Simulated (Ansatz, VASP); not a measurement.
# SiC (Moissanite): VASP beside Ansatz

One calculation is typed for both programs; each brings its own data sets. How far apart do they land? The cell is taken from a series of runs on this material, whose earlier steps may have relaxed, scaled, displaced or heated it; both programs get it as it stands.

Calculated with Ansatz 0.2.0; plane waves, with VASP 6.6.1 beside it; zone-centre phonons at LDA.

## (1) Set-up

The structure is hexagonal, space group P6_3mc (No. 186). Conventional cell: a = 3.056 Å, b = 3.056 Å, c = 5.016 Å, α = 90.00°, β = 90.00°, γ = 120.00°. Si has 4 C at 1.87 to 1.89 Å nearest. Nearest to C lie 4 Si at 1.87 to 1.89 Å. Farther neighbours are not listed.

Coordinates:

```cif
data_structure
_symmetry_space_group_name_H-M 'P 1'
_symmetry_Int_Tables_number 1
_cell_length_a 3.0565
_cell_length_b 3.0565
_cell_length_c 5.0159
_cell_angle_alpha 90.000
_cell_angle_beta 90.000
_cell_angle_gamma 120.000
_cell_volume 40.58
loop_
_atom_site_label
_atom_site_type_symbol
_atom_site_fract_x
_atom_site_fract_y
_atom_site_fract_z
_atom_site_occupancy
Si1 Si 0.33333 0.66667 0.00459 1
Si2 Si 0.66667 0.33333 0.50459 1
C3 C 0.33333 0.66667 0.38041 1
C4 C 0.66667 0.33333 0.88041 1
```

## (2) Ansatz: zone-centre phonons, LDA

Ansatz runs on its PAW soft_1 files.

Second derivatives magnify differences that forces hide, and they need a tight electronic threshold.

The input, input.yaml:

```yaml
crystal:
  lattice:
    - [3.0564521919, 0.0, 0.0]
    - [-1.5282260959, 2.6469652437, 0.0]
    - [0.0, 0.0, 5.0158810915]
  atoms:
    - { symbol: Si, position: [0.3333333333, 0.6666666667, 0.0045896652] }
    - { symbol: Si, position: [0.6666666667, 0.3333333333, 0.5045896652] }
    - { symbol: C, position: [0.3333333333, 0.6666666667, 0.3804103348] }
    - { symbol: C, position: [0.6666666667, 0.3333333333, 0.8804103348] }
kpoints:
  mp_grid: { grid: [10, 10, 6] }
hamiltonian:
  xc: lda
  pseudopotentials: { kind: paw, azcp: { folder: soft_1 }, xc_functional: pbe }
scf:
  occupations: { method: fixed }
output:
  eigenvalues: true
phonons:
  method: dfpt
  qmesh: [2, 2, 2]
  temperatures: { t_max: 1000, t_step: 50 }
  qpath:
    path:
      - [[0.0, 0.0, 0.0], [0.5, 0.0, 0.0], [0.33333333, 0.33333333, 0.0], [0.0, 0.0, 0.0], [0.0, 0.0, 0.5], [0.5, 0.0, 0.5], [0.33333333, 0.33333333, 0.5], [0.0, 0.0, 0.5]]
      - [[0.5, 0.0, 0.5], [0.5, 0.0, 0.0]]
      - [[0.33333333, 0.33333333, 0.5], [0.33333333, 0.33333333, 0.0]]
    npoints: 10
basis:
  ecutwfc: 360
```

On the command line:

```bash
> ansatz run input.yaml --threads 8 --pin off --max-ram 16384MiB --backend cpu --events-out ev --progress --plain --runs-dir out
```

Numbers of over 12 decimals in the logs are rounded to 6 here.

Output:

```text
Warning: basis.ecutwfc = 360 eV is below the records' recommended 420 eV, and the density's cutoff is lower with it unless basis.ecutrho_ratio is high enough to keep the records' density cutoff: compare with a run at a higher cutoff
Warning: phonons: the dynamical matrix that this run interpolates holds no multipole term above the dipole-dipole one, and a site of this crystal is no centre of inversion, so its interpolated transverse optical and acoustic branches and sound speeds can stay off near Gamma, and the density of states and the thermodynamics with them. What a run solves at a wave vector of phonons.qpoints, Gamma apart, where the deck admits one, is free of this, and under fd what a larger phonons.supercell samples
Engine: ansatz 0.2.0, aarch64-unknown-linux-gnu
Pseudopotentials: kind: paw
Pseudopotential: Si, paw, valence charge 4, recommended cutoff 420 eV (normal), soft_1/Si.paw.azcp
Pseudopotential: C, paw, valence charge 4, recommended cutoff 420 eV (normal), soft_1/C.paw.azcp
Functional definition: SPW92
  exchange = slater_x
  correlation = pw_c
Crystal: 4 atoms, lattice volume = 40.580 Å³
Basis set: ecut = 360 eV, 627 PW (Γ), exchange–correlation on 40×40×64 points (8 copies of the dense FFT grid, shifted against one another)
Bands: 12, of which v1, the nominal top of the filled ones, is band 8 counted from 1 (7 counted from 0)
Symmetry: 12 space group operations
k-points: 56 of 600 (time reversal used)
Non-local potential: Si, projectors of the file, l = 0: 2, l = 1: 2, l = 2: 1
Non-local potential: C, projectors of the file, l = 0: 2, l = 1: 2, l = 2: 1
PAW form: soft (Blöchl's): semilocal exchange-correlation on the pseudo side does not see the compensation charge
PAW frozen core: Si, regenerated for the run's functional, and the local potential with it (the file was generated under x = pbe(κ = 0.804, μ = 0.219515), c = pbe(β = 0.066725))
PAW frozen core: C, regenerated for the run's functional, and the local potential with it (the file was generated under x = pbe(κ = 0.804, μ = 0.219515), c = pbe(β = 0.066725))
PAW one-centre angular grid: Si, 110 points (default); XC on 64 Gauss nodes
PAW one-centre angular grid: C, 110 points (default); XC on 64 Gauss nodes
Initial density: superposition of atomic densities (chi_scale 0.1, normalization cell, long waves kept (reshape's long-wave potential 0.00 eV rms))
Initial wavefunctions: pseudopotential atomic-orbital guess
Functional: x = slater, c = lda
SCF iter   1: F=—  HF=-1707.564820 eV  |F-HF|=—  |Δ(HF+E_count)|=         —  Δρ=1.41e-1  dr2=9.77e0  ethr=3.10e-3  ⟨swp⟩=4.1  Hψ=3918  notcnv=0  defer=95
preconditioner: auto → none  [insulator: Δε(μ)=4.532 eV  Ē_g=12.885 eV  n_scr=2 (ndim 8)  ℏωp=23.3 eV  f_vac=0.000  ε∞_Penn≈4.3]
SCF iter   2: F=—  HF=-1704.573662 eV  |F-HF|=—  |Δ(HF+E_count)|=    2.99e0  Δρ=4.98e-2  dr2=6.43e-1  ethr=3.10e-3  ⟨swp⟩=3.9  Hψ=2073  notcnv=0  defer=97
SCF iter   3: F=—  HF=-1704.384481 eV  |F-HF|=—  |Δ(HF+E_count)|=   1.89e-1  Δρ=1.87e-2  dr2=7.41e-2  ethr=3.10e-3  ⟨swp⟩=2.5  Hψ=1443  notcnv=0  defer=109
SCF iter   4: F=—  HF=-1704.367445 eV  |F-HF|=—  |Δ(HF+E_count)|=   1.70e-2  Δρ=1.50e-3  dr2=4.98e-4  ethr=4.63e-4  ⟨swp⟩=2.1  Hψ=805  notcnv=0  defer=110
SCF iter   5: F=—  HF=-1704.367557 eV  |F-HF|=—  |Δ(HF+E_count)|=   1.12e-4  Δρ=1.66e-4  dr2=3.64e-6  ethr=3.11e-6  ⟨swp⟩=2.5  Hψ=1146  notcnv=0  defer=111
SCF iter   6: F=—  HF=-1704.367562 eV  |F-HF|=—  |Δ(HF+E_count)|=   4.16e-6  Δρ=3.23e-5  dr2=2.46e-7  ethr=2.28e-8  ⟨swp⟩=2.6  Hψ=1129  notcnv=0  defer=30
SCF iter   7: F=—  HF=-1704.367560 eV  |F-HF|=—  |Δ(HF+E_count)|=   1.83e-6  Δρ=5.99e-6  dr2=6.93e-9  ethr=1.54e-9  ⟨swp⟩=2.3  Hψ=1095  notcnv=0  defer=3
SCF iter   8: F=—  HF=-1704.367560 eV  |F-HF|=—  |Δ(HF+E_count)|=   1.77e-9  Δρ=1.31e-6  dr2=2.81e-10  ethr=4.33e-11  ⟨swp⟩=1.9  Hψ=952  notcnv=0  defer=3
SCF iter   9: F=-1704.367560 eV  HF=-1704.367560 eV  |F-HF|=6.82e-13  |Δ(HF+E_count)|=  2.36e-11  Δρ=4.96e-8  dr2=6.75e-13  ethr=1.00e-12  ⟨swp⟩=6.8  Hψ=4911  notcnv=0
SCF 1 converged in 9 iterations: F = -1704.367560 eV  dr2 = 6.75e-13
  greatest PAW one-centre occupation: 0.641 electrons in one spin orbital (limit 2), on the C atom at site 3 (counted from 0), in its partial waves of l = 0
k-points: 172 of 600 (irreducible under 2 space group operations, time reversal used)
Initial density: read from a saved state, or passed on in memory by an earlier SCF of this step, an earlier step, the calling program or the single point that the run made first
iter 1 solved again at ethr=5.31e-8 eV; its pass at ethr=3.10e-3 eV (dr2=8.50e-6 eV) is discarded
SCF iter   1: F=—  HF=-1704.367560 eV  |F-HF|=—  |Δ(HF+E_count)|=         —  Δρ=1.50e-7  dr2=5.65e-12  ethr=5.31e-8  ⟨swp⟩=3.9  Hψ=19079  notcnv=0  defer=343
eigensolver tolerance schedule: the retry pair's looser diagonalisation over-reported the residual by 1504061.57 of it (diagonalisation noise at an unbounded share of the residual, at the tolerance the schedule requests for it); recorded, not acted on — ethr = c·dr2/N_el stays at c = 1.0e-1
preconditioner: auto → none  [insulator: Δε(μ)=2.293 eV  Ē_g=11.942 eV  n_scr=2 (ndim 8)  ℏωp=23.3 eV  f_vac=0.000  ε∞_Penn≈4.8]
[...]
NSCF: frozen V_eff on 344 k-points
DFPT response loops at q = (0, -0.5, -0.5) (fractional): preconditioner auto → none (the input reference at scf.mixing.eps_inf says where Resta's filter doesn't serve); β = 0.50; Broyden in place of MSR1
SCF converged after 9 iterations
Free energy (F): -1704.367560 eV
Harris-Foulkes:  -1704.367560 eV  (|F-HF|=6.82e-13)
Internal energy: -1704.367560 eV  (E = F + TS)
E sigma→0 (E₀):  -1704.367560 eV
Fermi energy:    9.639616 eV
--- Per-component energies (eV) ---
  E_band       = 57.275582
  E_kinetic    = 268.982551
  E_local      = -193.432798  (includes V_loc(G=0)·N_el)
  E_nonlocal   = 94.451617
  E_hartree    = 63.571904
  E_xc         = -210.565582
  E_vxc        = -218.442384  (∫ρ·V_xc dr)
  E_paw        = -1155.196044  (= ΣΔE_a)
  E_vpaw       = -21.427328  (= ΣTr[D̂ρ^β])
  E_aug_tail   = 0.000109  (compensation charges beyond the density's cutoff)
  E_ewald      = -572.473643
  E_core_change = 0.294327  (= ΣΔE_core)
  E_smearing   = -0.000000  (= −TS)
  E_closure    = 0.000000  (closes the sum)
  Σ components = -1704.367560   (vs F -1704.367560, Δ=0.00e0)
--- Band table (eV; the first three rows and the last of 56) ---
  k-point 0: bands = [... 4 lower, 8.3155, 9.5281, 9.6396, 9.6396, 14.5557, 16.0377, 16.3142, 16.3142]
  k-point 1: bands = [... 4 lower, 8.3917, 8.7980, 9.5369, 9.5369, 14.6797, 16.3584, 16.3584, 16.5542]
  k-point 2: bands = [... 4 lower, 8.6074, 8.6074, 9.2660, 9.2660, 15.0443, 16.3694, 16.5596, 16.5596]
  k-point 55: bands = [... 4 lower, 4.0947, 4.0947, 7.8397, 7.8397, 14.6007, 14.6007, 15.8436, 15.8436]
--- Phonons (Γ-DFPT): 4 representative perturbations + reference (Σ response iterations 12) ---
  ASR residual: 1.699e-5 → 0.000e0 eV/Å²; symmetrization residual: 5.439e-7 eV/Å²
  ASR residual per site (eV/Å²): 1.15e-5 1.15e-5 1.70e-5 1.70e-5
  Γ frequencies (cm⁻¹): 0.00 0.00 0.00 258.15 258.15 599.44 768.48 768.48 771.62 801.70 801.70 842.59
  Unit cell's response to a homogeneous field, on a k mesh of 10×10×6: 2 representative field directions (Σ response iterations 13)
  ε∞ (high-frequency dielectric tensor):
        6.876033     0.000000     0.000000
        0.000000     6.876033     0.000000
       -0.000000    -0.000000     7.241243
  ε⁰ (static dielectric tensor): not given — the deck does not say what the cell's rigid motions are, and on a molecule in a box or a wire the rigid rotations would enter the sum over the modes at Γ. For a crystal or a slab, whose only rigid motions are the translations, set phonons.rigid_motions: translations.
  Born effective charges Z* (e; rows j = field, columns β = displacement):
    site 0:
         2.69371    0.00000   -0.00000
         0.00000    2.69371   -0.00000
         0.00000    0.00000    2.89252
    site 1:
         2.69371    0.00000    0.00000
         0.00000    2.69371    0.00000
        -0.00000   -0.00000    2.89252
    site 2:
        -2.69371   -0.00000   -0.00000
        -0.00000   -2.69371   -0.00000
         0.00000    0.00000   -2.89252
    site 3:
        -2.69371   -0.00000    0.00000
        -0.00000   -2.69371    0.00000
        -0.00000   -0.00000   -2.89252
  Z* charge neutrality: 7.791e-6 e pre-enforcement
  k-mesh period / interband length: 30.6 Å / 1.96 Å = 15.63 at k = (0.0000, -0.5000, 0.0000), direct gap 3.924 eV — 14 or more, which is no proof of convergence
  optical modes at Γ without the LO–TO term, one row a degenerate level:
      ω (cm⁻¹)  modes    IR ((D/Å)²/amu)
        258.15      2             0.0000
        599.44      1             0.0000
        768.48      2             0.0000
        771.62      1            45.8874
        801.70      2            79.5926
        842.59      1             0.0000
  optical modes at Γ + LO–TO along q̂ = [1.0000, 0.0000, 0.0000]:
      ω (cm⁻¹)  modes    IR ((D/Å)²/amu)
        258.15      2             0.0000
        599.44      1             0.0000
        768.48      2             0.0000
[...]
optical modes at Γ + LO–TO along q̂ = [0.0000, 1.0000, 0.0000]:
      ω (cm⁻¹)  modes    IR ((D/Å)²/amu)
[...]
842.59      1             0.0000
        973.09      1            39.7963
  optical modes at Γ + LO–TO along q̂ = [0.0000, 0.0000, 1.0000]:
      ω (cm⁻¹)  modes    IR ((D/Å)²/amu)
        258.15      2             0.0000
        599.44      1             0.0000
        768.48      2             0.0000
        801.70      2            79.5926
        842.59      1             0.0000
        963.56      1            45.8874
--- Phonons (arbitrary-q DFPT): 4 irreducible q on the 2×2×2 mesh ---
  q = [0.0000, 0.0000, 0.0000] (star 1, of the zone-centre solve; hermiticity 3.92e-8, symmetrization 7.85e-12): -0.00 0.00 0.00 258.15 258.15 599.44 768.48 768.48 771.62 801.70 801.70 842.59
  q = [0.0000, 0.0000, -0.5000] (star 1, 4 solved perturbations in 488 linear systems a pass and spin channel, the states on 172 of 600 k-point pairs; hermiticity 4.28e-5, symmetrization 7.32e-6): 194.58 194.58 194.58 194.58 401.89 401.89 783.87 783.87 783.87 783.87 917.23 917.23
  q = [0.0000, -0.5000, 0.0000] (star 3, 6 solved perturbations on 172 of 600 k-point pairs; hermiticity 1.08e-5, symmetrization 4.98e-7): 258.49 342.43 362.18 438.38 552.98 553.88 756.53 767.68 779.61 790.77 850.62 861.96
  q = [0.0000, -0.5000, -0.5000] (star 3, 6 solved perturbations on 172 of 600 k-point pairs; hermiticity 8.92e-6, symmetrization 1.81e-6): 322.31 322.31 323.37 323.37 608.26 608.26 772.01 772.01 790.35 790.35 837.94 837.94
  sum rule: each row above includes the acoustic sum rule's correction from the zone centre's row sums; it moved no ω² by more than (0.62 cm⁻¹)²
  mesh force constants: q→R imaginary residual 5.76e-18; ASR residual 1.699e-5 → 0.000e0 eV/Å²; symmetrization residual 1.776e-14 eV/Å²
  interpolated dispersion: 94 rows × 12 modes
  density of states and harmonic sums: on the 24×24×12 q-mesh, interpolated from the force constants of a 2×2×2 supercell (with the dipole–dipole term)
  largest difference from the sums on the solved wave vectors: F 3.18e-2 eV, S 6.46e-5 and C_V 3.18e-5 eV/K
  zero-point energy: 0.442738 eV/cell   skipped modes (ω ≤ 0): 3   left out of the sums: 3.62e-5 of the cell's modes: C_V's classical limit lies that fraction below 3 k_B per atom; for a crystal, a wire or a layer, F and S can be off by more, and a phonons.interpolated_qmesh denser along its periods is the remedy for the sampling
```

In the SCF lines HF is the Harris–Foulkes energy and dr2 the Hartree energy of the density residual, in eV; the loop may stop once dr2 is under the threshold and the program's other checks hold. Hψ counts applications of the Hamiltonian.

(Part 1 of 3 ends here.)

[Lines on the potential files, build, host, timing and source positions are cut from VASP's logs without a mark.]

[Logs are printed without paths, hosts, clocks, repeated set-up lines and the standing remarks that a program may print on its own settings, such as how far it seeks lower states.]

[Hosts, paths, dates, database ids (printed as entryN), source tags and the programs' standing remarks are cut or masked in the printed files.]
